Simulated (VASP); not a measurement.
Data:

```
CELL_PARAMETERS angstrom
     -1.58850     1.58850     3.89331
      1.58850    -1.58850     3.89331
      1.58850     1.58850    -3.89331
ATOMIC_POSITIONS crystal
  Si 0.66480 0.66480 0.00000
  Si 0.33520 0.33520 0.00000
  Mo 0.00000 0.00000 0.00000
```

Method: LDA (Ceperley-Alder, Perdew-Zunger), VASP's LDA PAW potentials (set 64) (plane waves; VASP 6.6.1). Run with 520 eV cut-off, 15×15×15 Γ-centred mesh, tetrahedra with Blöchl corrections, potentials Si Mo_sv.

**Question.** Estimate the energy per atom (σ→0), band gap (on the k-mesh) with the smallest direct gap where there is one.

**Answer.** 
```yaml
band gap (on the k-mesh): none (metal, semimetal or under 0.01 eV)
energy per atom (σ→0): -8606 meV/atom
```

Total energies compare only between runs with the same potentials, cut-off and functional.

The compound is MoSi2 in the MoSi2 type structure. It was relaxed first.
